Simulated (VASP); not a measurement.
Data:

```
CELL_PARAMETERS angstrom
      0.00000     2.53489     2.53489
      2.53489     0.00000     2.53489
      2.53489     2.53489     0.00000
ATOMIC_POSITIONS crystal
  Hf 0.00000 0.00000 0.00000
  O  0.25000 0.25000 0.25000
  O  0.75000 0.75000 0.75000
```

Level of theory: AM05 GGA, VASP's PBE PAW potentials (set 64) (plane waves; VASP). Run with 520 eV cut-off, 8×8×8 Γ-centred mesh, Gaussian smearing of 0.050 eV, potentials Hf_pv O.

Unless said otherwise, spin-orbit coupling is left out, though it shifts the bands of the heavy elements here.

Estimate the energy per atom (σ→0), pressure, band gap (on the k-mesh) with the smallest direct gap where there is one.

- band gap (on the k-mesh): 3.72 eV
- smallest direct gap (on the k-mesh): 3.72 eV
- energy per atom (σ→0): -10.303 eV/atom
- pressure: -75.7 kbar

Total energies compare only between runs with the same potentials, cut-off and functional.

The compound is HfO2 in the fluorite structure, the high-temperature cubic form, which is unstable at 0 K; the monoclinic form is the stable one. This cell is one point of a volume scan, at 1.03 of the reference volume.
